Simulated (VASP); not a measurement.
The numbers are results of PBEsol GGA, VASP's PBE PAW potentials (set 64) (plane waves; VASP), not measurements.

A VASP calculation is set up with these files.

KPOINTS:
```
Automatic
0
G
 8 8 8
```

File POSCAR:
```
Al3Sc
1
    3.8653624859     0.0000000000     0.0000000000
    0.0000000000     3.8653624859     0.0000000000
    0.0000000000     0.0000000000     3.8653624859
Sc Al
1 3
Direct
  0.0000000000   0.0000000000   0.0000000000
  0.0000000000   0.5000000000   0.5000000000
  0.5000000000   0.0000000000   0.5000000000
  0.5000000000   0.5000000000   0.0000000000
```

### INCAR
```
ALGO=Normal
EDIFF=1E-6
EDIFFG=-0.02
ENCUT=500
GGA=PS
IBRION=2
ISIF=3
ISMEAR=1
LASPH=.TRUE.
LCHARG=.FALSE.
LMAXMIX=4
LREAL=.FALSE.
LWAVE=.FALSE.
NELM=100
NSW=40
PREC=Accurate
PSTRESS=300
SIGMA=0.1
SYSTEM=Al3Sc
```

POTCAR, in this order: Sc_sv Al (PBE.64 set). Program: vasp_std.

The resulting files:

OUTCAR:
```
 ion  position               nearest neighbor table
   1  0.000  0.000  0.000-   2 2.73   3 2.73   4 2.73   2 2.73   3 2.73   2 2.73   4 2.73   2 2.73
                             3 2.73   4 2.73   3 2.73   4 2.73
   2  0.000  0.500  0.500-   1 2.73   3 2.73   4 2.73   1 2.73   4 2.73   1 2.73   3 2.73   1 2.73
                             3 2.73   4 2.73   4 2.73   3 2.73
   3  0.500  0.000  0.500-   1 2.73   2 2.73   4 2.73   1 2.73   4 2.73   2 2.73   4 2.73   4 2.73
                             1 2.73   2 2.73   1 2.73   2 2.73
   4  0.500  0.500  0.000-   1 2.73   2 2.73   3 2.73   2 2.73   3 2.73   1 2.73   3 2.73   3 2.73
                             1 2.73   2 2.73   2 2.73   1 2.73
  LATTYP: Found a simple cubic cell.
 ALAT       =     3.8653624859
 Subroutine PRICEL returns:
 Original cell was already a primitive cell.
 Subroutine GETGRP returns: Found 48 space group operations
The static configuration has the point symmetry O_h .
The dynamic configuration has the point symmetry O_h .
 Subroutine INISYM returns: Found 48 space group operations
 Subroutine IBZKPT returns following result:
 Found     35 irreducible k-points:

 Following reciprocal coordinates:
            Coordinates               Weight
  0.000000  0.000000  0.000000      1.000000
  0.125000  0.000000  0.000000      6.000000
  0.250000  0.000000  0.000000      6.000000
...
```

**OSZICAR**
```
       N       E                     dE             d eps       ncg     rms          rms(c)
DAV:   1     0.122269714791E+03    0.12227E+03   -0.83931E+03   980   0.129E+03
DAV:   2    -0.125362990117E+02   -0.13481E+03   -0.13285E+03   992   0.372E+02
DAV:   3    -0.209809350355E+02   -0.84446E+01   -0.80672E+01  1534   0.769E+01
DAV:   4    -0.211249693544E+02   -0.14403E+00   -0.14405E+00  1414   0.107E+01
DAV:   5    -0.211287362932E+02   -0.37669E-02   -0.37667E-02  1364   0.147E+00    0.126E+01
DAV:   6    -0.203174056984E+02    0.81133E+00   -0.37430E+00  1576   0.252E+01    0.504E+00
DAV:   7    -0.202500376921E+02    0.67368E-01   -0.69387E-02  1066   0.212E+00    0.251E+00
DAV:   8    -0.202274599221E+02    0.22578E-01   -0.30200E-02  1510   0.151E+00    0.257E-01
DAV:   9    -0.202270096034E+02    0.45032E-03   -0.29357E-03  1214   0.481E-01    0.132E-01
DAV:  10    -0.202269516106E+02    0.57993E-04   -0.33934E-04  1382   0.145E-01    0.956E-02
DAV:  11    -0.202269473784E+02    0.42322E-05   -0.30569E-05  1222   0.422E-02    0.589E-02
DAV:  12    -0.202269470169E+02    0.36151E-06   -0.84556E-06  1350   0.219E-02
   1 F= -.94130718E+01 E0= -.94127468E+01  d E =-.941307E+01
       N       E                     dE             d eps       ncg     rms          rms(c)
DAV:   1    -0.207316620201E+02   -0.50471E+00   -0.58516E+01  1070   0.132E+02    0.138E+01
DAV:   2    -0.188911548782E+02    0.18405E+01   -0.64862E+00  1322   0.427E+01    0.291E+00
DAV:   3    -0.187702746090E+02    0.12088E+00   -0.28767E-01  1434   0.764E+00    0.123E+00
DAV:   4    -0.187408936701E+02    0.29381E-01   -0.12383E-01  1152   0.265E+00    0.511E-01
DAV:   5    -0.187383674296E+02    0.25262E-02   -0.18992E-02  1566   0.175E+00    0.481E-01
DAV:   6    -0.187382676437E+02    0.99786E-04   -0.77884E-04  1070   0.259E-01    0.405E-02
DAV:   7    -0.187382475765E+02    0.20067E-04   -0.90677E-05  1452   0.799E-02    0.389E-02
DAV:   8    -0.187382490661E+02   -0.14896E-05   -0.46520E-06  1344   0.261E-02    0.622E-03
DAV:   9    -0.187382469658E+02    0.21004E-05   -0.11256E-05  1536   0.408E-02    0.711E-03
DAV:  10    -0.187382467947E+02    0.17105E-06   -0.18740E-07   502   0.707E-03
   2 F= -.92948277E+01 E0= -.92948122E+01  d E =0.118244E+00
       N       E                     dE             d eps       ncg     rms          rms(c)
DAV:   1    -0.205572400945E+02   -0.18190E+01   -0.22600E+01  1154   0.795E+01    0.891E+00
DAV:   2    -0.198306322748E+02    0.72661E+00   -0.63332E+00  1478   0.377E+01    0.131E+00
DAV:   3    -0.197696906717E+02    0.60942E-01   -0.21179E-01  1410   0.431E+00    0.803E-01
DAV:   4    -0.197543323718E+02    0.15358E-01   -0.48113E-02  1242   0.169E+00    0.300E-01
DAV:   5    -0.197541131620E+02    0.21921E-03   -0.10915E-02  1578   0.145E+00    0.229E-01
DAV:   6    -0.197536530333E+02    0.46013E-03   -0.27419E-03  1544   0.620E-01    0.467E-02
DAV:   7    -0.197536529135E+02    0.11977E-06   -0.29043E-05  1048   0.408E-02    0.173E-02
DAV:   8    -0.197536530732E+02   -0.15967E-06   -0.18792E-06   964   0.213E-02
   3 F= -.95168135E+01 E0= -.95166165E+01  d E =-.103742E+00
       N       E                     dE             d eps       ncg     rms          rms(c)
DAV:   1    -0.197421035327E+02    0.11549E-01   -0.43312E-03  1112   0.110E+00    0.119E-01
DAV:   2    -0.197419614985E+02    0.14203E-03   -0.79086E-04  1380   0.432E-01    0.198E-02
DAV:   3    -0.197419537231E+02    0.77753E-05   -0.16832E-05  1066   0.332E-02    0.112E-02
DAV:   4    -0.197419514993E+02    0.22238E-05   -0.78947E-06  1198   0.245E-02    0.458E-03
DAV:   5    -0.197419518481E+02   -0.34877E-06   -0.12440E-06   634   0.171E-02
   4 F= -.95168566E+01 E0= -.95166638E+01  d E =-.103785E+00
```

### OUTCAR
```
------------------------ aborting loop because EDIFF is reached ----------------------------------------
  FORCE on cell =-STRESS in cart. coord.  units (eV):
  Direction    XX          YY          ZZ          XY          YZ          ZX
  --------------------------------------------------------------------------------------
  Total       10.2317420     10.2317420     10.2317420     -0.0000000     -0.0000000      0.0000000
  in kB      300.1950122    300.1950122    300.1950122     -0.0000000     -0.0000000      0.0000000
  external PRESSURE =       0.1950122 kB  Pullay stress =     300.0000000 kB
  volume of cell :       54.61
      direct lattice vectors                 reciprocal lattice vectors
     3.793897242  0.000000000 -0.000000000     0.263581203 -0.000000000  0.000000000
     0.000000000  3.793897242  0.000000000    -0.000000000  0.263581203 -0.000000000
    -0.000000000  0.000000000  3.793897242     0.000000000 -0.000000000  0.263581203
 POSITION                                       TOTAL-FORCE (eV/Angst)
 -----------------------------------------------------------------------------------
      0.00000      0.00000      0.00000         0.000000     -0.000000      0.000000
      0.00000      1.89695      1.89695        -0.000000      0.000000      0.000000
      1.89695      0.00000      1.89695         0.000000      0.000000      0.000000
      1.89695      1.89695      0.00000         0.000000      0.000000      0.000000
 -----------------------------------------------------------------------------------
    total drift:                               -0.000000     -0.000000     -0.000000
  FREE ENERGIE OF THE ION-ELECTRON SYSTEM (eV)
  ---------------------------------------------------
  free  energy   TOTEN  =       -19.7419518481 eV

  energy  without entropy=      -19.7413735078  energy(sigma->0) =      -19.74175907
  enthalpy is  TOTEN    =        -9.5168565606 eV   P V=       10.2250952875

 reached required accuracy - stopping structural energy minimisation
```
(Selected blocks of OUTCAR.)

### CONTCAR
```
Al3Sc
   1.00000000000000
     3.7938972423519570    0.0000000000000000   -0.0000000000000000
     0.0000000000000000    3.7938972423519570    0.0000000000000000
    -0.0000000000000000    0.0000000000000000    3.7938972423519570
  Sc              Al
     1     3
Direct
     0.0000000000000000    0.0000000000000000    0.0000000000000000
     0.0000000000000000    0.5000000000000000    0.5000000000000000
     0.5000000000000000    0.0000000000000000    0.5000000000000000
     0.5000000000000000    0.5000000000000000    0.0000000000000000
```

**OUTCAR**
```
 val. band max:        9.2866829663   @ k =   0.3750   0.2500   0.0000

 cond. band min:       9.3795486302   @ k =   0.5000   0.2500   0.2500


 Fermi energy:         9.3271990948

 k-point     1 :       0.0000    0.0000    0.0000
  band No.  band energies     occupation
      1     -38.6029      2.00000
      2     -17.5056      2.00000
      3     -17.5056      2.00000
      4     -17.5056      2.00000
      5      -1.8357      2.00000
      6       6.3999      2.00000
      7       6.3999      2.00000
      8       7.5413      2.00000
      9       7.5413      2.00000
     10       7.5413      2.00000
     11      10.5367     -0.00000
     12      10.7484     -0.00000
     13      10.7484     -0.00000
     14      10.7484     -0.00000

 k-point     2 :       0.1250    0.0000    0.0000
  band No.  band energies     occupation
      1     -38.6022      2.00000
      2     -17.5195      2.00000
      3     -17.5046      2.00000
      4     -17.5046      2.00000
      5      -1.6621      2.00000
      6       5.3905      2.00000
      7       6.5101      2.00000
      8       7.5124      2.00000
      9       7.5124      2.00000
     10       8.0712      2.00000
     11      10.7104     -0.00000
     12      10.7104     -0.00000
     13      10.8129     -0.00000
     14      11.2590     -0.00000

 k-point     3 :       0.2500    0.0000    0.0000
  band No.  band energies     occupation
      1     -38.6005      2.00000
      2     -17.5528      2.00000
      3     -17.5022      2.00000
      4     -17.5022      2.00000
      5      -1.1531      2.00000
      6       3.8110      2.00000
      7       6.8110      2.00000
      8       7.4333      2.00000
      9       7.4333      2.00000
     10       8.8930      2.00000
     11      10.6851     -0.00000
     12      10.6851     -0.00000
     13      10.9796     -0.00000
     14      12.4618      0.00000

 k-point     4 :       0.3750    0.0000    0.0000
  band No.  band energies     occupation
...
```

Energy and stress use the plane-wave basis of the starting cell.

The compound is Al3Sc in the L1_2 structure. This run relaxes it under an external pressure of 30 GPa. Symmetry was kept, so distortions that lower it aren't found.
